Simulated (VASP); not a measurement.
Consider the following.

```
CELL_PARAMETERS angstrom
      2.98536    -4.22433     0.00000
      2.98536     4.22433     0.00000
      0.00000     0.00000     2.99175
ATOMIC_POSITIONS crystal
  Mg 0.50000 0.50000 0.00000
  Mg 0.00000 0.50000 0.50000
  Mg 0.50000 0.00000 0.50000
  Zn 0.00000 0.00000 0.00000
  O  0.25283 0.74717 0.00000
  O  0.74717 0.25283 0.00000
  O  0.74486 0.74486 0.50000
  O  0.25514 0.25514 0.50000
```

All values below come from PBEsol GGA, VASP's PBE PAW potentials (set 64) (plane waves; VASP 6.6.1). Numerical set-up: 520 eV cut-off, Gaussian smearing of 0.050 eV, potentials Mg Zn O.

Problem. Give the energies of bands 10 to 23 at the high-symmetry points, in eV from the valence-band maximum.

Solution. 
```json
[
 {"band": "10", "Γ": "-4.03", "Y": "-3.85", "C0": "-3.60", "Z": "-3.86", "A0": "-4.19", "T": "-4.42", "S": "-4.04", "R": "-4.26"},
 {"band": "11", "Γ": "-3.92", "Y": "-3.66", "C0": "-3.48", "Z": "-3.63", "A0": "-4.10", "T": "-4.16", "S": "-3.55", "R": "-4.25"},
 {"band": "12", "Γ": "-3.32", "Y": "-3.06", "C0": "-3.36", "Z": "-3.63", "A0": "-3.49", "T": "-3.51", "S": "-3.08", "R": "-3.39"},
 {"band": "13", "Γ": "-1.84", "Y": "-2.57", "C0": "-2.84", "Z": "-3.19", "A0": "-3.48", "T": "-3.45", "S": "-2.56", "R": "-3.06"},
 {"band": "14", "Γ": "-1.82", "Y": "-1.97", "C0": "-2.51", "Z": "-3.12", "A0": "-2.02", "T": "-1.91", "S": "-2.44", "R": "-2.50"},
 {"band": "15", "Γ": "-0.98", "Y": "-1.77", "C0": "-1.49", "Z": "-2.75", "A0": "-1.83", "T": "-1.81", "S": "-1.85", "R": "-2.39"},
 {"band": "16", "Γ": "-0.89", "Y": "-1.29", "C0": "-1.30", "Z": "-2.58", "A0": "-1.81", "T": "-1.81", "S": "-1.49", "R": "-1.89"},
 {"band": "17", "Γ": "-0.43", "Y": "-1.28", "C0": "-1.06", "Z": "-2.15", "A0": "-1.74", "T": "-1.74", "S": "-1.04", "R": "-1.60"},
 {"band": "18", "Γ": "-0.42", "Y": "-1.02", "C0": "-1.01", "Z": "-1.71", "A0": "-1.26", "T": "-0.98", "S": "-0.78", "R": "-1.51"},
 {"band": "19", "Γ": "-0.42", "Y": "-0.95", "C0": "-0.94", "Z": "-1.35", "A0": "-1.07", "T": "-0.89", "S": "-0.78", "R": "-1.40"},
 {"band": "20", "Γ": "-0.15", "Y": "-0.85", "C0": "-0.77", "Z": "-1.00", "A0": "-0.48", "T": "-0.01", "S": "-0.04", "R": "-0.82"},
 {"band": "21", "Γ": "-0.03", "Y": "-0.14", "C0": "-0.10", "Z": "-0.01", "A0": "-0.11", "T": "0.00", "S": "0.00", "R": "-0.47"},
 {"band": "22", "Γ": "3.32", "Y": "6.04", "C0": "6.06", "Z": "7.51", "A0": "6.75", "T": "6.47", "S": "5.49", "R": "7.26"},
 {"band": "23", "Γ": "6.87", "Y": "7.46", "C0": "7.57", "Z": "8.32", "A0": "7.42", "T": "6.82", "S": "6.29", "R": "8.48"}
]
```

The gap is indirect, 3.32 eV, from the valence maximum at T to the conduction minimum at Γ.

The structure comes from a computed database's Mg3ZnO4 entry (Cmmm); how it stands against other phases isn't given here. It was relaxed first.
